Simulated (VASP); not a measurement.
# Lattice of WC (Qusongite) across functionals and dispersion corrections, part 3 of 3

Which functional gives the lattice of WC (Qusongite) as experiment finds it, and is a dearer one worth its cost? LASPH is on for some levels and off for others; the table marks which. The start is a cell from a database of measured crystal structures.

VASP 6.6.1, plane waves and PAW; the level of theory is named at each step.

So far. Step 7 (Relaxation with r2SCAN + rVV10): It ends at 10.36 Å³/atom, -0.2 % from the start, with -0.01 GPa left. The conventional cell has a = 2.906 and c = 2.832 Å. Against plain r2SCAN, the dispersion term moves a by -0.1 % and c by -0.0 %. Step 8 (Relaxation with r2SCAN + D4): It ends at 10.33 Å³/atom, -0.5 % from the start, with -0.03 GPa left. The conventional cell has a = 2.904 and c = 2.829 Å. Against plain r2SCAN, the dispersion term moves a by -0.2 % and c by -0.1 %.

### Step 9. Relaxation with revPBE + D3(BJ)

This step: revPBE with D3(BJ); plane waves and PAW (W, C) (VASP 6.6.1).

revPBE by itself binds more weakly than PBE and expands cells; dispersion terms fitted to it are the larger for that.

File INCAR:

```
SYSTEM = WC
PREC = Accurate
ENCUT = 560
EDIFF = 1E-06
NELM = 100
ISMEAR = -1
SIGMA = 0.05
LREAL = .FALSE.
ALGO = Normal
GGA = RE
IVDW = 12
NBANDS = 11
LORBIT = 11
LWAVE = .FALSE.
LCHARG = .FALSE.
KPAR = 2
IBRION = 2
NSW = 60
ISIF = 3
EDIFFG = -0.01
```

File POSCAR:

```
WC
1.0
    2.9065000000      0.0000000000      0.0000000000
   -1.4532500000      2.5171028361      0.0000000000
    0.0000000000      0.0000000000      2.8366000000
W C
1 1
Direct
    0.0000000000      0.0000000000      0.0000000000
    0.6666666667      0.3333333333      0.5000000000
```

File KPOINTS:

```
Automatic mesh
0
Gamma
10 10 9
0 0 0
```

Potentials, in the order of the species: W and C (PBE family, release 64).

Started as:

```bash
$ mpirun -np 2 vasp_std
```

Output:

```text
[... set-up lines as in an earlier step ...]
 entering main loop
       N       E                     dE             d eps       ncg     rms          rms(c)
DAV:   1     0.282008663323E+02    0.28201E+02   -0.53570E+03  1548   0.878E+02
DAV:   2    -0.226280456787E+02   -0.50829E+02   -0.48102E+02  1758   0.208E+02
DAV:   3    -0.247337638119E+02   -0.21057E+01   -0.20812E+01  1880   0.355E+01
DAV:   4    -0.247490685923E+02   -0.15305E-01   -0.15300E-01  1686   0.347E+00
[...]
DAV:  11    -0.216572614067E+02    0.14441E-04   -0.11972E-04  1923   0.753E-02    0.826E-03
DAV:  12    -0.216572578219E+02    0.35847E-05   -0.60134E-06  1687   0.174E-02    0.122E-02
DAV:  13    -0.216572578612E+02   -0.39267E-07   -0.29987E-07   851   0.613E-03
   1 F= -.23383051E+02 E0= -.23382200E+02  d E =-.233831E+02
[... from here on, the cycles between the ionic steps are left out ...]
   2 F= -.23334525E+02 E0= -.23333618E+02  d E =0.485261E-01
   3 F= -.23389384E+02 E0= -.23388534E+02  d E =-.633293E-02
   4 F= -.23389386E+02 E0= -.23388536E+02  d E =-.633475E-02
   5 F= -.23389383E+02 E0= -.23388530E+02  d E =0.237935E-05
   6 F= -.23389449E+02 E0= -.23388599E+02  d E =-.632840E-04
[...]
reached required accuracy - stopping structural energy minimisation
```

Elapsed: 31 s, on 2 MPI ranks of AMD EPYC 7R43, shared host; peak memory 0.26 GiB.

From OUTCAR (step 9):

```text
 Edisp (eV)   -1.75441

 Edisp (eV)   -1.75410

  Total       0.00559     0.00559     0.00527     0.00000     0.00000    -0.00000
  in kB       0.43849     0.43849     0.41351     0.00000     0.00000    -0.00000
  external pressure =        0.43 kB  Pullay stress =        0.00 kB

 POSITION                                       TOTAL-FORCE (eV/Angst)
 -----------------------------------------------------------------------------------
      0.00000     -0.00000      0.00000         0.000000      0.000000     -0.000000
      1.44503      0.83429      1.41232        -0.000000     -0.000000      0.000000
 -----------------------------------------------------------------------------------
    total drift:                               -0.000000      0.000000      0.000000

  FREE ENERGIE OF THE ION-ELECTRON SYSTEM (eV)
  ---------------------------------------------------
  free  energy   TOTEN  =       -23.3894490363 eV

  energy  without entropy=      -23.3877480403  energy(sigma->0) =      -23.38859854

[... 2 parts as in an earlier step ...]

[... 2 further parts left out ...]
[key lines of the parts left out:]
E-fermi :   8.5530
```

It ends at 10.22 Å³/atom, -1.5 % from the start, with 0.04 GPa left. The conventional cell has a = 2.890 and c = 2.825 Å.

### Step 10. The cells as a table

This step: relaxed cells at several levels; plane waves and PAW (VASP 6.6.1).

This step runs nothing: it gathers the runs above.

Lengths are those of the conventional cell; cost is the wall time of each run, as given at its step, times its ranks, without the set-up around it; LASPH differs between rows, which moves results and costs too. Results by level, by row:

```csv
level,volume (Å³/atom),change from the start (%),a (Å),c (Å),cost (core minutes),LASPH
LDA,10.19,-1.8,2.89,2.818,0.833,off
PBEsol,10.28,-0.9,2.898,2.826,0.56,off
PBE,10.49,1.1,2.919,2.844,0.8,off
r2SCAN,10.38,0.1,2.909,2.833,2.4,on
PBE + D3(BJ),10.31,-0.6,2.901,2.83,0.567,off
r2SCAN + rVV10,10.36,-0.2,2.906,2.832,5.17,on
r2SCAN + D4,10.33,-0.5,2.904,2.829,4.77,on
revPBE + D3(BJ),10.22,-1.5,2.89,2.825,1.03,off
```

### Step 11. Results

```
volume, LDA             : 10.19 Å³/atom
volume, PBEsol          : 10.28 Å³/atom
volume, PBE             : 10.49 Å³/atom
volume, r2SCAN          : 10.38 Å³/atom
volume, PBE + D3(BJ)    : 10.31 Å³/atom
volume, r2SCAN + rVV10  : 10.36 Å³/atom
volume, r2SCAN + D4     : 10.33 Å³/atom
volume, revPBE + D3(BJ) : 10.22 Å³/atom
```

**Reading.** For WC (Qusongite) the levels give volumes between 10.19 Å³/atom (LDA) and 10.49 Å³/atom (PBE), a spread of 2.9 %, while the cost of the finished runs spans a factor of 9.2. Within 1 % of experiment on every length: LDA, PBEsol, PBE, r2SCAN, PBE + D3(BJ), r2SCAN + rVV10, r2SCAN + D4 and revPBE + D3(BJ). The nearest, r2SCAN, took 4.3 times the core time of PBEsol and lowers the largest miss from 0.38 to 0.15 %. Thermal and zero-point expansion, often some tenths of a per cent in length, bear on this order: with the measured lengths lowered by an assumed 0.4 % the nearest becomes PBEsol. The costs hold the number of ionic steps as well as the price of the functional. The closing table has room for seven levels; r2SCAN + D4 stands in the table of levels alone. Adding D3(BJ) to PBE changes the volume by -1.8 % (a by -0.6 % and c by -0.5 %). Adding rVV10 to r2SCAN changes the volume by -0.3 % (a by -0.1 % and c by -0.0 %). Adding D4 to r2SCAN changes the volume by -0.5 % (a by -0.2 % and c by -0.1 %). Pairwise corrections of the D and TS kind ignore the screening in a metal, so they may overbind here. Within 0.02 Å all end in space group P-6m2; the runs can't lower the symmetry of the start. Spin-orbit coupling is left out. LASPH is on for some levels and off for others, so differences between them are not the functional's alone. Each is a single relaxation on the plane waves of the start cell, so larger changes of volume carry a basis-set error that was not tested here.

Computed beside measured:

```
              quantity  measured             LDA          PBEsol             PBE          r2SCAN    PBE + D3(BJ)  r2SCAN + rVV10  revPBE + D3(BJ)
lattice constant a (Å)     2.906  2.890 (-0.5 %)  2.898 (-0.3 %)  2.919 (+0.5 %)  2.909 (+0.1 %)  2.901 (-0.2 %)  2.906 (+0.0 %)   2.890 (-0.5 %)
lattice constant c (Å)     2.837  2.818 (-0.7 %)  2.826 (-0.4 %)  2.844 (+0.2 %)  2.833 (-0.1 %)  2.830 (-0.3 %)  2.832 (-0.2 %)   2.825 (-0.4 %)
```

Measured values from arxiv:2411.15754 (2024).

**Verdict.** For the lattice constant a, of the levels listed nearest comes r2SCAN + rVV10 (+0.0 %, good agreement) and farthest revPBE + D3(BJ) (-0.5 %, good agreement). For the lattice constant c, of the levels listed nearest comes r2SCAN (-0.1 %, good agreement) and farthest LDA (-0.7 %, good agreement). The grades are ours: good and fair within 0.7 and 1.5 % for the lattice constant a and 0.8 and 2 % for the lattice constant c. Zero-point motion and thermal expansion are not in the computed lattice constants.

[Lines on the potential files, build, host, timing and source positions are cut from VASP's logs without a mark.]

[Logs are printed without paths, hosts, clocks, repeated set-up lines and the standing remarks that a program may print on its own settings, such as how far it seeks lower states.]

[Hosts, paths, dates, database ids (printed as entryN), source tags and the programs' standing remarks are cut or masked in the printed files.]

[A measured line is paired with the nearest computed mode of its activity, which favours agreement.]
